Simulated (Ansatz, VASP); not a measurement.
# Cross-check of BaNaCeNbO6 between VASP and Ansatz, part 2 of 2

Aim: how closely do two programs agree when they are given the same cell, functional and k mesh? The cell is taken from a series of runs on this material, whose earlier steps may have relaxed, scaled, displaced or heated it; both programs get it as it stands.

VASP 6.6.1 and Ansatz 0.2.0.

So far: Set-up; Ansatz: dielectric response, PBE.

## Step 3: VASP: dielectric response, PBE

Level of this step: PBE, no spin polarisation; plane waves and PAW (Na_pv, Ba_sv, Ce, Nb_sv, O) (VASP).

The same cell, functional and mesh now go to VASP, with its own data sets.

Lines of VASP's logs that name or quote its potential files are left out, and so is its time.

Contents of INCAR:

```
SYSTEM = BaNaCeNbO6
PREC = Accurate
ENCUT = 520
EDIFF = 1E-08
NELM = 200
ISMEAR = 0
SIGMA = 0.01
LREAL = .FALSE.
ALGO = Normal
GGA = PE
NBANDS = 49
LASPH = .TRUE.
LORBIT = 11
LWAVE = .FALSE.
LCHARG = .FALSE.
ISIF = 2
LEPSILON = .TRUE.
GGA_COMPAT = .FALSE.
EFERMI = MIDGAP
LMAXMIX = 6
KPAR = 2
```

Contents of POSCAR:

```
BaNaCeNbO6
1.0
    0.0000000000      4.2625304300      4.2625304300
    4.2625304300      0.0000000000      4.2625304300
    4.2625304300      4.2625304300      0.0000000000
Na Ba Ce Nb O
1 1 1 1 6
Direct
    0.2500000000      0.2500000000      0.2500000000
    0.7500000000      0.7500000000      0.7500000000
    0.0000000000      0.0000000000      0.0000000000
    0.5000000000      0.5000000000      0.5000000000
    0.7371024800      0.2628975200      0.2628975200
    0.2628975200      0.7371024800      0.7371024800
    0.7371024800      0.7371024800      0.2628975200
    0.2628975200      0.2628975200      0.7371024800
    0.2628975200      0.7371024800      0.2628975200
    0.7371024800      0.2628975200      0.7371024800
```

Contents of KPOINTS:

```
Automatic mesh
0
Gamma
4 4 4
0 0 0
```

PAW data sets: Na_pv, Ba_sv, Ce, Nb_sv and O (PBE family, release 64).

Started as:

```console
mpirun -np 2 vasp_std
```

Numbers of over 12 decimals in the logs are rounded to 6 here.

Output:

```text
[banner, memory and clock lines left out]
running    2 mpi-ranks, on    1 nodes
 distrk:  each k-point on    1 cores,    2 groups
 distr:  one band on    1 cores,    1 groups

 POSCAR found type information on POSCAR NaBaCeNbO
 POSCAR found :  5 types and      10 ions
 LDA part: xc-table for (Slater+PW92), standard interpolation
 POSCAR, INCAR and KPOINTS ok, starting setup
 FFT: planning ... GRIDC
 FFT: planning ... GRID_SOFT
 FFT: planning ... GRID
 WAVECAR not read
 entering main loop
       N       E                     dE             d eps       ncg     rms          rms(c)
DAV:   1     0.106466895955E+04    0.10647E+04   -0.36783E+04   784   0.181E+03
DAV:   2     0.138434634663E+03   -0.92623E+03   -0.85143E+03   840   0.531E+02
DAV:   3    -0.742728706671E+02   -0.21271E+03   -0.19509E+03  1185   0.230E+02
DAV:   4    -0.930706224496E+02   -0.18798E+02   -0.18548E+02  1120   0.678E+01
DAV:   5    -0.942668258379E+02   -0.11962E+01   -0.11947E+01  1432   0.159E+01    0.431E+01
DAV:   6    -0.848519646060E+02    0.94149E+01   -0.14355E+02  1200   0.590E+01    0.582E+01
DAV:   7    -0.814022384370E+02    0.34497E+01   -0.20166E+02  1160   0.155E+02    0.189E+01
DAV:   8    -0.824228083850E+02   -0.10206E+01   -0.29147E+01  1100   0.238E+01    0.212E+01
DAV:   9    -0.809761911107E+02    0.14466E+01   -0.69763E+00  1213   0.138E+01    0.805E+00
DAV:  10    -0.788402903523E+02    0.21359E+01   -0.29675E+00  1234   0.116E+01    0.613E+00
DAV:  11    -0.784334549976E+02    0.40684E+00   -0.61680E-01  1270   0.387E+00    0.511E+00
DAV:  12    -0.780815305392E+02    0.35192E+00   -0.23906E-01  1276   0.326E+00    0.423E+00
DAV:  13    -0.775507210310E+02    0.53081E+00   -0.25942E-01  1140   0.518E+00    0.297E+00
DAV:  14    -0.777629319056E+02   -0.21221E+00   -0.89369E-02  1093   0.310E+00    0.329E+00
[...]
DAV:  41    -0.773387246796E+02    0.56295E-04   -0.25411E-05  1168   0.524E-02    0.832E-02
DAV:  42    -0.773387187385E+02    0.59411E-05   -0.89136E-06  1504   0.130E-02    0.693E-02
DAV:  43    -0.773387097722E+02    0.89663E-05   -0.13275E-06   996   0.136E-02    0.551E-02
DAV:  44    -0.773386979300E+02    0.11842E-04   -0.44595E-06  1089   0.273E-02    0.320E-02
DAV:  45    -0.773386956014E+02    0.23285E-05   -0.21271E-06  1350   0.105E-02    0.221E-02
DAV:  46    -0.773386946008E+02    0.10006E-05   -0.54390E-07  1179   0.568E-03    0.148E-02
DAV:  47    -0.773386936357E+02    0.96514E-06   -0.53889E-07   922   0.107E-02    0.544E-03
DAV:  48    -0.773386936618E+02   -0.26168E-07   -0.39098E-07  1294   0.474E-03    0.316E-03
[...]
RMM:  61    -0.183904807831E+01   -0.74108E-07   -0.32103E-06   672   0.137E-03
RMM:  62    -0.183904824807E+01   -0.16976E-06   -0.25708E-06   678   0.130E-03
RMM:  63    -0.183904830815E+01   -0.60078E-07   -0.16793E-06   670   0.124E-03
RMM:  64    -0.183904844637E+01   -0.13822E-06   -0.23774E-06   657   0.118E-03
RMM:  65    -0.183904849778E+01   -0.51412E-07   -0.23356E-06   656   0.113E-03
RMM:  66    -0.183904861249E+01   -0.11471E-06   -0.18624E-06   647   0.108E-03
RMM:  67    -0.183904865404E+01   -0.41550E-07   -0.10089E-06   641   0.103E-03
RMM:  68    -0.183904874802E+01   -0.93979E-07   -0.17274E-06   636   0.987E-04
RMM:  69    -0.183904878339E+01   -0.35373E-07   -0.13904E-06   628   0.945E-04
RMM:  70    -0.183904886097E+01   -0.77580E-07   -0.13855E-06   631   0.902E-04
RMM:  71    -0.183904889087E+01   -0.29897E-07   -0.10062E-06   623   0.864E-04
RMM:  72    -0.183904895503E+01   -0.64165E-07   -0.12097E-06   625   0.825E-04
RMM:  73    -0.183904898030E+01   -0.25265E-07   -0.90687E-07   621   0.791E-04
RMM:  74    -0.183904903333E+01   -0.53034E-07   -0.10096E-06   618   0.756E-04
[...]
RMM:  89    -0.183904932958E+01   -0.78243E-08   -0.36661E-07   549   0.397E-04
RMM:  90    -0.183904934125E+01   -0.11669E-07   -0.17888E-07   561   0.381E-04
RMM:  91    -0.183904934813E+01   -0.68743E-08   -0.34123E-07   553   0.365E-04
RMM:  92    -0.183904935772E+01   -0.95940E-08   -0.14495E-07   548   0.351E-04
RMM:  93    -0.183904936379E+01   -0.60714E-08   -0.31829E-07   558   0.336E-04
RMM:  94    -0.183904937165E+01   -0.78602E-08   -0.11647E-07   550   0.323E-04
RMM:  95    -0.183904937702E+01   -0.53723E-08   -0.29705E-07   542   0.310E-04
RMM:  96    -0.183904938345E+01   -0.64232E-08   -0.92657E-08   543   0.298E-04
 change of polarisation eV/A/(eV/A) component  3 :     0.266    -0.266     3.678
 dielectric tensor                  component  3 :     0.311    -0.311     5.297
 Linear response to external field, progress :
  Direction:   1
       N       E                     dE             d eps       ncg     rms          rms(c)
RMM:   1    -0.100926870075E+01   -0.10093E+01   -0.23726E+00  2838   0.195E+01
RMM:   2    -0.168735230440E+01   -0.67808E+00   -0.57123E-01  3067   0.556E+00    0.150E+00
RMM:   3    -0.195818003972E+01   -0.27083E+00   -0.13800E+00  3425   0.265E+00    0.104E+00
RMM:   4    -0.202373820958E+01   -0.65558E-01   -0.31926E-01  3649   0.136E+00    0.523E-01
RMM:   5    -0.207376558126E+01   -0.50027E-01   -0.67195E-02  4160   0.682E-01    0.222E-01
RMM:   6    -0.208920681653E+01   -0.15441E-01   -0.22421E-02  4426   0.373E-01    0.878E-02
RMM:   7    -0.209869449664E+01   -0.94877E-02   -0.87391E-03  4487   0.232E-01    0.581E-02
RMM:   8    -0.210100138934E+01   -0.23069E-02   -0.52677E-03  4589   0.166E-01    0.566E-02
RMM:   9    -0.210163996809E+01   -0.63858E-03   -0.28589E-03  4688   0.126E-01    0.648E-02
RMM:  10    -0.210128234738E+01    0.35762E-03   -0.23167E-03  4364   0.108E-01    0.103E-01
RMM:  11    -0.210443685435E+01   -0.31545E-02   -0.16480E-03  4083   0.108E-01    0.149E-02
RMM:  12    -0.210704963606E+01   -0.26128E-02   -0.13522E-03  4208   0.892E-02    0.703E-02
RMM:  13    -0.210643590791E+01    0.61373E-03   -0.91979E-04  4365   0.687E-02    0.444E-02
RMM:  14    -0.210620255155E+01    0.23336E-03   -0.76965E-04  4447   0.577E-02    0.374E-02
RMM:  15    -0.210600868553E+01    0.19387E-03   -0.60961E-04  4362   0.506E-02    0.240E-02
RMM:  16    -0.210570674198E+01    0.30194E-03   -0.50890E-04  4497   0.439E-02    0.686E-03
RMM:  17    -0.210581158971E+01   -0.10485E-03   -0.43972E-04  4606   0.380E-02    0.708E-03
RMM:  18    -0.210560198172E+01    0.20961E-03   -0.34885E-04  4249   0.350E-02    0.104E-02
RMM:  19    -0.210564558779E+01   -0.43606E-04   -0.33011E-04  4754   0.303E-02    0.131E-02
RMM:  20    -0.210565824246E+01   -0.12655E-04   -0.25729E-04  4731   0.272E-02    0.163E-02
RMM:  21    -0.210563666193E+01    0.21581E-04   -0.25171E-04  4626   0.245E-02    0.205E-02
RMM:  22    -0.210568474626E+01   -0.48084E-04   -0.19913E-04  4375   0.225E-02    0.191E-02
RMM:  23    -0.210569694968E+01   -0.12203E-04   -0.19576E-04  4601   0.204E-02    0.198E-02
RMM:  24    -0.210572077862E+01   -0.23829E-04   -0.15330E-04  4721   0.187E-02    0.209E-02
 change of polarisation eV/A/(eV/A) component  1 :     3.970     0.341     0.111
 dielectric tensor                  component  1 :     5.638     0.399     0.130
 Linear response to external field, progress :
  Direction:   2
       N       E                     dE             d eps       ncg     rms          rms(c)
RMM:   1    -0.100803620573E+01   -0.10080E+01   -0.23602E+00  2831   0.195E+01
RMM:   2    -0.168603153831E+01   -0.67800E+00   -0.56437E-01  3072   0.558E+00    0.150E+00
RMM:   3    -0.195812831607E+01   -0.27210E+00   -0.13854E+00  3429   0.266E+00    0.104E+00
RMM:   4    -0.202367150077E+01   -0.65543E-01   -0.31987E-01  3657   0.137E+00    0.524E-01
RMM:   5    -0.207377134933E+01   -0.50100E-01   -0.67631E-02  4168   0.683E-01    0.223E-01
RMM:   6    -0.208914174527E+01   -0.15370E-01   -0.22416E-02  4432   0.375E-01    0.988E-02
RMM:   7    -0.209647454215E+01   -0.73328E-02   -0.87743E-03  4515   0.230E-01    0.733E-02
RMM:   8    -0.210081594471E+01   -0.43414E-02   -0.49847E-03  4523   0.169E-01    0.553E-02
RMM:   9    -0.210191081386E+01   -0.10949E-02   -0.30222E-03  4625   0.130E-01    0.522E-02
RMM:  10    -0.210450988270E+01   -0.25991E-02   -0.21853E-03  4339   0.114E-01    0.221E-02
RMM:  11    -0.210459884305E+01   -0.88960E-04   -0.15787E-03  4508   0.927E-02    0.382E-03
RMM:  12    -0.210470257808E+01   -0.10374E-03   -0.11921E-03  4756   0.754E-02    0.983E-03
RMM:  13    -0.210479031088E+01   -0.87733E-04   -0.96661E-04  4841   0.639E-02    0.194E-02
RMM:  14    -0.210491486123E+01   -0.12455E-03   -0.71471E-04  4570   0.554E-02    0.273E-02
RMM:  15    -0.210507264953E+01   -0.15779E-03   -0.65933E-04  4444   0.484E-02    0.315E-02
RMM:  16    -0.210506945734E+01    0.31922E-05   -0.48673E-04  4318   0.431E-02    0.346E-02
RMM:  17    -0.210504686996E+01    0.22587E-04   -0.44740E-04  4469   0.380E-02    0.385E-02
RMM:  18    -0.210507939803E+01   -0.32528E-04   -0.34415E-04  4889   0.337E-02    0.418E-02
RMM:  19    -0.210510754468E+01   -0.28147E-04   -0.32749E-04  4785   0.300E-02    0.457E-02
RMM:  20    -0.210516170597E+01   -0.54161E-04   -0.25629E-04  4322   0.276E-02    0.437E-02
 change of polarisation eV/A/(eV/A) component  2 :     0.341     3.969     0.035
 dielectric tensor                  component  2 :     0.398     5.637     0.041
 Linear response to external field, progress :
  Direction:   3
       N       E                     dE             d eps       ncg     rms          rms(c)
RMM:   1    -0.100881227032E+01   -0.10088E+01   -0.23679E+00  2835   0.195E+01
RMM:   2    -0.168736734807E+01   -0.67856E+00   -0.57136E-01  3067   0.556E+00    0.150E+00
RMM:   3    -0.195816837043E+01   -0.27080E+00   -0.13796E+00  3427   0.265E+00    0.104E+00
RMM:   4    -0.202372855923E+01   -0.65560E-01   -0.31925E-01  3651   0.136E+00    0.524E-01
RMM:   5    -0.207376515490E+01   -0.50037E-01   -0.67149E-02  4160   0.682E-01    0.223E-01
RMM:   6    -0.208915985308E+01   -0.15395E-01   -0.22421E-02  4423   0.374E-01    0.989E-02
RMM:   7    -0.209644766439E+01   -0.72878E-02   -0.87404E-03  4509   0.229E-01    0.736E-02
RMM:   8    -0.210081958097E+01   -0.43719E-02   -0.49718E-03  4509   0.168E-01    0.554E-02
RMM:   9    -0.210192739965E+01   -0.11078E-02   -0.30046E-03  4617   0.129E-01    0.516E-02
RMM:  10    -0.210455078739E+01   -0.26234E-02   -0.21850E-03  4319   0.114E-01    0.213E-02
RMM:  11    -0.210456767687E+01   -0.16889E-04   -0.15568E-03  4514   0.917E-02    0.411E-03
RMM:  12    -0.210469562925E+01   -0.12795E-03   -0.11837E-03  4749   0.749E-02    0.997E-03
RMM:  13    -0.210477140631E+01   -0.75777E-04   -0.94914E-04  4793   0.634E-02    0.202E-02
RMM:  14    -0.210491504748E+01   -0.14364E-03   -0.71097E-04  4560   0.550E-02    0.274E-02
RMM:  15    -0.210502628116E+01   -0.11123E-03   -0.64255E-04  4597   0.478E-02    0.329E-02
RMM:  16    -0.210508928615E+01   -0.63005E-04   -0.48599E-04  4394   0.424E-02    0.347E-02
RMM:  17    -0.210507914147E+01    0.10145E-04   -0.43767E-04  4340   0.377E-02    0.376E-02
RMM:  18    -0.210510980021E+01   -0.30659E-04   -0.34379E-04  4811   0.335E-02    0.406E-02
RMM:  19    -0.210513809606E+01   -0.28296E-04   -0.31711E-04  4847   0.298E-02    0.445E-02
RMM:  20    -0.210520119938E+01   -0.63103E-04   -0.25508E-04  4319   0.274E-02    0.427E-02
 change of polarisation eV/A/(eV/A) component  3 :     0.220     0.232     3.969
 dielectric tensor                  component  3 :     0.257     0.271     5.637
 Born effective charges drift removed
```

OUTCAR, selected parts (step 3):

```text
ion  position               nearest neighbor table
   1  0.250  0.250  0.250-
   2  0.750  0.750  0.750-   6 3.02   8 3.02   9 3.02   5 3.02   8 3.02  10 3.02   5 3.02   7 3.02
                             9 3.02   6 3.02   7 3.02  10 3.02   3 3.69   4 3.69   4 3.69   4 3.69
   3  0.000  0.000  0.000-   5 2.24   6 2.24   7 2.24   8 2.24   9 2.24  10 2.24   2 3.69   2 3.69
                             2 3.69   2 3.69
   4  0.500  0.500  0.500-   5 2.02   6 2.02   7 2.02   8 2.02   9 2.02  10 2.02   2 3.69   2 3.69
                             2 3.69   2 3.69
   5  0.737  0.263  0.263-   4 2.02   3 2.24   2 3.02   2 3.02
   6  0.263  0.737  0.737-   4 2.02   3 2.24   2 3.02   2 3.02
   7  0.737  0.737  0.263-   4 2.02   3 2.24   2 3.02   2 3.02
   8  0.263  0.263  0.737-   4 2.02   3 2.24   2 3.02   2 3.02
   9  0.263  0.737  0.263-   4 2.02   3 2.24   2 3.02   2 3.02
  10  0.737  0.263  0.737-   4 2.02   3 2.24   2 3.02   2 3.02

  LATTYP: Found a face centered cubic cell.
 ALAT       =     8.5250608600

 Subroutine GETGRP returns: Found 24 space group operations
 (whereof 24 operations were pure point group operations)

The static configuration has the point symmetry T_d .

 Found      8 irreducible k-points:

   k-points           NKPTS =      8   k-points in BZ     NKDIM =      8   number of bands    NBANDS=     49

   dimension x,y,z NGX =    48 NGY =   48 NGZ =   48
   dimension x,y,z NGXF=    96 NGYF=   96 NGZF=   96

   ENCUT  =  520.0 eV  38.22 Ry    6.18 a.u.  11.21 11.21 11.21*2*pi/ulx,y,z

   NELECT =      78.0000    total number of electrons

 k-points in reciprocal lattice and weights: Automatic mesh
   0.00000000  0.00000000  0.00000000       0.016
   0.25000000  0.00000000  0.00000000       0.125
   0.50000000  0.00000000  0.00000000       0.062
   0.25000000  0.25000000  0.00000000       0.094
   0.50000000  0.25000000  0.00000000       0.375
  -0.25000000  0.25000000  0.00000000       0.188
   0.50000000  0.50000000  0.00000000       0.047
  -0.25000000  0.50000000  0.25000000       0.094

 average (electrostatic) potential at core
       1 -45.5149       2 -34.9709       3 -79.7109       4 -85.9142       5 -70.5656
       6 -70.5656       7 -70.5656       8 -70.5656       9 -70.5656      10 -70.5656

  Total       -1.7928553     -1.7928553     -1.7928553      0.0000000     -0.0000000     -0.0000000
  in kB      -18.5448507    -18.5448507    -18.5448507      0.0000000     -0.0000000     -0.0000000
  external PRESSURE =     -18.5448507 kB  Pullay stress =       0.0000000 kB

  energy-cutoff  :      520.00
  volume of cell :      154.89
      direct lattice vectors                 reciprocal lattice vectors
     0.000000000  4.262530430  4.262530430    -0.117301215  0.117301215  0.117301215
     4.262530430  0.000000000  4.262530430     0.117301215 -0.117301215  0.117301215
     4.262530430  4.262530430  0.000000000     0.117301215  0.117301215 -0.117301215

 POSITION                                       TOTAL-FORCE (eV/Angst)
 -----------------------------------------------------------------------------------
      2.13127      2.13127      2.13127         0.000000      0.000000      0.000000
      6.39380      6.39380      6.39380         0.000000      0.000000      0.000000
      0.00000      0.00000      0.00000         0.000000      0.000000      0.000000
      4.26253      4.26253      4.26253         0.000000      0.000000      0.000000
      2.24122      4.26253      4.26253         0.431148      0.000000      0.000000
      6.28384      4.26253      4.26253        -0.431148      0.000000      0.000000
      4.26253      4.26253      6.28384         0.000000      0.000000     -0.431148
      4.26253      4.26253      2.24122         0.000000      0.000000      0.431148
      4.26253      2.24122      4.26253         0.000000      0.431148      0.000000
      4.26253      6.28384      4.26253         0.000000     -0.431148      0.000000
 -----------------------------------------------------------------------------------
    total drift:                               -0.000001     -0.000001     -0.000001

 MACROSCOPIC STATIC DIELECTRIC TENSOR (including local field effects in DFT)
 ------------------------------------------------------
           5.637536     0.000000     0.000000
          -0.000000     5.637536     0.000000
          -0.000000     0.000000     5.637536
 ------------------------------------------------------

 PIEZOELECTRIC TENSOR (including local field effects)  for field in x, y, z        (C/m^2)
          XX          YY          ZZ          XY          YZ          ZX
  --------------------------------------------------------------------------------
  x     0.00000    -0.00000     0.00000    -0.00000     0.04785     0.00000
  y     0.00000    -0.00000     0.00000     0.00000    -0.00000     0.04785
  z     0.00000    -0.00000     0.00000     0.04785    -0.00000     0.00000

 BORN EFFECTIVE CHARGES (including local field effects) (in |e|, cummulative output)
 ---------------------------------------------------------------------------------
 ion    1
    1     1.20454     0.00000     0.00000
    2    -0.00000     1.20454    -0.00000
    3     0.00000     0.00000     1.20454
 ion    2
    1     2.67688    -0.00000     0.00000
    2    -0.00000     2.67688     0.00000
    3    -0.00000    -0.00000     2.67688
 ion    3
    1     6.47245     0.00000     0.00000
    2    -0.00000     6.47245     0.00000
    3    -0.00000     0.00000     6.47245
 ion    4
    1     8.39335     0.00000    -0.00000
    2    -0.00000     8.39335     0.00000
    3    -0.00000     0.00000     8.39335
 ion    5
    1    -6.12359    -0.00000     0.00000
    2     0.00000    -1.62501     0.25111
    3    -0.00000     0.25111    -1.62501
 ion    6
    1    -6.12359     0.00000     0.00000
    2    -0.00000    -1.62501    -0.25111
    3    -0.00000    -0.25111    -1.62501
 ion    7
    1    -1.62501    -0.25111     0.00000
    2    -0.25111    -1.62501    -0.00000
    3     0.00000     0.00000    -6.12359
 ion    8
    1    -1.62501     0.25111    -0.00000
    2     0.25111    -1.62501     0.00000
    3    -0.00000     0.00000    -6.12359
 ion    9
    1    -1.62501     0.00000     0.25111
    2     0.00000    -6.12359    -0.00000
    3     0.25111    -0.00000    -1.62501
 ion   10
    1    -1.62501     0.00000    -0.25111
    2     0.00000    -6.12359     0.00000
    3    -0.25111    -0.00000    -1.62501
```

This run has no spin polarisation, so a moment on Ce, if there is one, isn't seen. The dielectric response converges more slowly with the mesh than energies do, so tensor and charges may still move on a finer one. Without U or exact exchange, f electrons of an open shell come out too delocalised. Harder data sets than Ba_sv exist (the GW ones), and pressures, volumes and forces can shift noticeably with them.

## Step 4: Comparison

Known differences besides the potentials themselves: fixed occupations in Ansatz, narrow Gaussian smearing in VASP; VASP's response is taken on the typed mesh, Ansatz refines its own for the field response alone; the data sets hold 80 valence electrons in Ansatz (on its PAW soft_1 files) and 78 in VASP; the cutoff is 420 eV in Ansatz and 520 eV in VASP. Total energies have different zeros and are not compared.

Compared:

```
                                     quantity  Ansatz   VASP  difference
                                        ε∞ xx    5.62   5.64     -0.31 %
                                        ε∞ yy    5.62   5.64     -0.31 %
                                        ε∞ zz    5.62   5.64     -0.31 %
Born charge of Na1 (mean of the diagonal) (e)    1.20   1.20        0.00
Born charge of Ba2 (mean of the diagonal) (e)    2.69   2.68       +0.02
Born charge of Ce3 (mean of the diagonal) (e)    6.43   6.47       -0.05
Born charge of Nb4 (mean of the diagonal) (e)    8.38   8.39       -0.02
 Born charge of O5 (mean of the diagonal) (e)   -3.12  -3.12       +0.01
```

## Step 5: Results

```yaml
difference_in_eps_infinity_xx_dielectric_response_pbe: -0.31 %
```

What this shows: The difference in ε∞ xx is -0.31 % (dielectric response, PBE), within the 5 % picked in this series as the mark of a large difference. The data sets hold unlike numbers of valence electrons (80 in Ansatz and 78 in VASP), so part of the differences comes from the potentials. Such differences can come from data sets, numerical settings and the points named under the comparisons, not from the functional's error against experiment.

[Lines on the potential files, build, host, timing and source positions are cut from VASP's logs without a mark.]

[Logs are printed without paths, hosts, clocks, repeated set-up lines and the standing remarks that a program may print on its own settings, such as how far it seeks lower states.]

[Hosts, paths, dates, database ids (printed as entryN), source tags and the programs' standing remarks are cut or masked in the printed files.]
